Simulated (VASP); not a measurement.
```yaml
crystal:
  lattice:
    - [1.97642, -3.42327, 0.00000]
    - [1.97642, 3.42327, 0.00000]
    - [0.00000, 0.00000, 5.12008]
  atoms:
    - { symbol: Se, position: [0.00000, 0.25564, 0.66667] }
    - { symbol: Se, position: [0.74436, 0.74436, 0.00000] }
    - { symbol: Se, position: [0.25564, 0.00000, 0.33333] }
```

These are LDA (Ceperley-Alder, Perdew-Zunger), VASP's LDA PAW potentials (set 64) (plane waves; VASP 6.6.1) values and carry that method's errors. Numerical set-up: 520 eV cut-off, Gaussian smearing of 0.050 eV, potentials Se.

Question: Predict the band gap (along the path) with the smallest direct gap where there is one.

Answer: 
```json
{
  "band gap (along the path)": "0.25 eV",
  "smallest direct gap (along the path)": "0.29 eV"
}
```

Total energies compare only between runs with the same potentials, cut-off and functional.

The compound is Se in the trig structure. It was relaxed first, which changed the volume by -15 %.
